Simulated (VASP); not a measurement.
A convergence study with VASP on Pt: one setting is varied, all else stays as given below, so the limit is that of these other settings.

```
CELL_PARAMETERS angstrom
      2.76354     0.00000     0.00000
      1.38177     2.39330     0.00000
      0.00000     0.00000    23.02571
ATOMIC_POSITIONS crystal
  Pt 0.33333 0.33333 0.30401
  Pt 0.66667 0.66667 0.40200
  Pt 0.00000 0.00000 0.50000
  Pt 0.33333 0.33333 0.59800
  Pt 0.66667 0.66667 0.69599
```

Method: PBEsol GGA, VASP's PBE PAW potentials (set 64) (plane waves; VASP). The tightest run used: 600 eV cut-off, 12×12×1 Γ-centred mesh, Gaussian smearing of 0.10 eV, potentials Pt.

| setting | E (eV/atom) | largest force (eV/Å) | plane waves |
|---|---|---|---|
| ENCUT = 150 | -6.2651 | 0.378 | 654 |
| ENCUT = 180 | -6.5502 | 0.300 | 861 |
| ENCUT = 210 | -6.6280 | 0.264 | 1081 |

Q: These are the cheaper rows. Estimate the results at ENCUT = 600, and how far the last row shown lies from them.

A: 
```json
[
 {"quantity": "E (eV/atom)", "tightest run": "-6.6633", "last row shown is off by": "0.0353"},
 {"quantity": "largest force (eV/Å)", "tightest run": "0.272", "last row shown is off by": "-0.008"}
]
```

VASP warned of too few bands at ENCUT = 150; ENCUT = 180; ENCUT = 210; ENCUT = 255; ENCUT = 360; ENCUT = 450; ENCUT = 600.

Left out are rungs that failed or repeat a setting and relaxations that didn't move; long series are thinned to 24 rows.

The cell is a sheet or thin cut with vacuum, built from a generated structure. VASP warned that the highest band is occupied, so more bands are needed.
